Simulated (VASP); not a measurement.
Data:

```
CELL_PARAMETERS angstrom
      3.24506     0.00000     0.00000
     -1.62253     2.81031     0.00000
      0.00000     0.00000     5.27978
ATOMIC_POSITIONS crystal
  Ga 0.66667 0.33333 0.49908
  Ga 0.33333 0.66667 0.99908
  N  0.66667 0.33333 0.87592
  N  0.33333 0.66667 0.37592
```

These are PBE GGA, VASP's PBE PAW potentials (set 64) (plane waves; VASP) values and carry that method's errors. Run with PREC = Normal, EDIFF = 1E-5, 400 eV cut-off, 9×9×5 Γ-centred mesh, Gaussian smearing of 0.050 eV, potentials Ga N.

At this cut-off the stress carries a Pulay error, which pulls relaxed volumes low.

Task: Give the stress tensor in GPa (positive for a compressed cell).

Result: 
```
-2.50   0.00   0.00
 0.00  -2.50   0.00
 0.00   0.00  -2.56
```
The pressure is its mean diagonal, -2.52 GPa.

The structure comes from a computed database's GaN entry (P6_3mc); how it stands against other phases isn't given here. It was relaxed first, which changed the volume by +5 %.
